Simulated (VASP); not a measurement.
Sn:

```
CELL_PARAMETERS angstrom
0.00000 3.23334 3.23334
3.23334 0.00000 3.23334
3.23334 3.23334 0.00000
ATOMIC_POSITIONS crystal
Sn 0.00000 0.00000 0.00000
Sn 0.25000 0.25000 0.25000
```

The cell was built by a generator and needn't be a form met in nature.

| Quantity | Value |
| --- | --- |
| Program | VASP 6.6.1 |
| Task | relaxation of cell and atoms |
| Functional | PBEsol |
| Potentials or basis | VASP PAW PBE potentials, release 64 (Sn_d) |
| Cutoff | 600 eV |
| k mesh | 10 × 10 × 10 |
| Occupations | gaussian, width 0.03 eV |
| Spin | no spin polarisation |

At the start: pressure 1.5 GPa; volume 33.80 Å³/atom.

Question: How do energy, volume and symmetry change on relaxing?

Answer: Over 3 steps the energy falls by 4.9 meV/atom and the volume is 34.92 Å³/atom (+3.3 %); space group Fd-3m (No. 227, to 0.05 Å).

Step by step:
```csv
step,energy change (eV),largest force (eV/Å),pressure (GPa),volume (Å³)
1,0.0000,0.0000,1.47,67.61
2,-0.0086,0.0000,-0.46,70.69
3,-0.0099,0.0000,0.00,69.84
```

Final structure:
```yaml
crystal:
  lattice:
    - [0.00000, 3.26858, 3.26858]
    - [3.26858, 0.00000, 3.26858]
    - [3.26858, 3.26858, 0.00000]
  atoms:
    - { symbol: Sn, position: [0.00000, 0.00000, 0.00000] }
    - { symbol: Sn, position: [0.25000, 0.25000, 0.25000] }
```

Caveat: the PAW data sets were made with another functional, which shifts forces and pressure a little.
